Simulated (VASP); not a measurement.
Here is the system:

```
CoTi
1.0
    2.84644     0.00000     0.00000
    0.00000     2.84644     0.00000
    0.00000     0.00000     2.84644
Ti Co
1 1
Cartesian
  0.00000   0.00000   0.00000
  1.42322   1.42322   1.42322
```

These are PBEsol GGA, VASP's PBE PAW potentials (set 64) (plane waves; VASP) values and carry that method's errors. Settings: 480 eV cut-off, 12×12×12 Γ-centred mesh, first-order Methfessel-Paxton smearing of 0.10 eV, potentials Ti_sv Co.

**Question.** Estimate the energy per atom (σ→0), pressure, band gap (on the k-mesh) with the smallest direct gap where there is one.

**Answer.** 
```json
{
  "band gap (on the k-mesh)": "none (metal, semimetal or under 0.01 eV)",
  "energy per atom (σ→0)": "-8.382 eV/atom",
  "pressure": "19.91 GPa"
}
```

Only differences to runs with the same potentials and settings are physical.

The compound is TiCo in the CsCl type structure. It was relaxed first under an external pressure of 20 GPa. The run is not spin-polarised, so no magnetic state was tried. The electron count is odd and the run is not spin-polarised, which forces a metal.
